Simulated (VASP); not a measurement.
The system is Ta3Si3N.

```
Ta Si N
1.0
     4.63316    0.00000    0.00000
    -2.31658    4.01244    0.00000
     0.00000    0.00000    7.06196
Ta Si N
3 3 1
Direct
  0.50000 0.00000 0.50000
  0.00000 0.50000 0.50000
  0.50000 0.50000 0.50000
  0.00000 0.00000 0.23937
  0.00000 0.00000 0.76063
  0.00000 0.00000 0.00000
  0.00000 0.00000 0.50000
```

The cell was built by a generator and needn't be a form met in nature.

```yaml
Program: VASP 6.6.1
Task: relaxation of cell and atoms
Functional: PBE
Potentials_or_basis: VASP PAW PBE potentials, release 64 (Ta_pv, Si, N)
Cutoff: 520 eV
k_mesh: 4 × 4 × 2
Occupations: gaussian, width 0.15 eV
Spin: no spin polarisation
```

At the start: pressure 55.8 GPa; volume 18.75 Å³/atom.

Question: How do energy, volume and symmetry change on relaxing?

Answer: Over 14 steps the energy falls by 1614.6 meV/atom and the volume is 27.52 Å³/atom (+46.8 %); space group P6/mmm (No. 191, to 0.05 Å).

Step by step:
```
step  energy change (eV)  largest force (eV/Å)  pressure (GPa)  volume (Å³)
   1              0.0000               19.2694           55.82       131.28
   2             19.1792               25.1327            8.06       295.62
   3             -3.4802               16.5662            5.77       252.63
   4             -7.4472               12.1344            4.19       231.53
   5             -9.8867                6.4546           12.32       176.93
   6             -9.4138                1.6922           -9.42       237.36
   7            -11.1132                0.2672           -1.16       200.18
   8            -11.1295                0.4395           -0.64       198.73
   9            -11.1304                0.5611           -0.31       197.86
  10            -11.2371                0.5719           -0.46       196.50
  11            -11.2768                0.5458           -0.51       195.19
  12            -11.2855                0.5245           -0.49       194.96
  13            -11.3020                0.1093           -0.16       192.45
  14            -11.3022                0.0519           -0.13       192.67
```

Final structure:
```cif
data_structure
_symmetry_space_group_name_H-M 'P 1'
_symmetry_Int_Tables_number 1
_cell_length_a 5.2311
_cell_length_b 5.2311
_cell_length_c 8.1302
_cell_angle_alpha 90.000
_cell_angle_beta 90.000
_cell_angle_gamma 120.000
_cell_volume 192.67
loop_
_atom_site_label
_atom_site_type_symbol
_atom_site_fract_x
_atom_site_fract_y
_atom_site_fract_z
_atom_site_occupancy
Ta1 Ta 0.50000 0.00000 0.50000 1
Ta2 Ta 0.00000 0.50000 0.50000 1
Ta3 Ta 0.50000 0.50000 0.50000 1
Si1 Si 0.00000 0.00000 0.28810 1
Si2 Si 0.00000 0.00000 0.71190 1
Si3 Si 0.00000 0.00000 0.00000 1
N1 N 0.00000 0.00000 0.50000 1
```

Caveat: the k mesh is coarse (spacing up to 0.44 Å⁻¹), so the values aren't converged; the volume moved by over 15 % at a fixed basis, so the end points are rough.
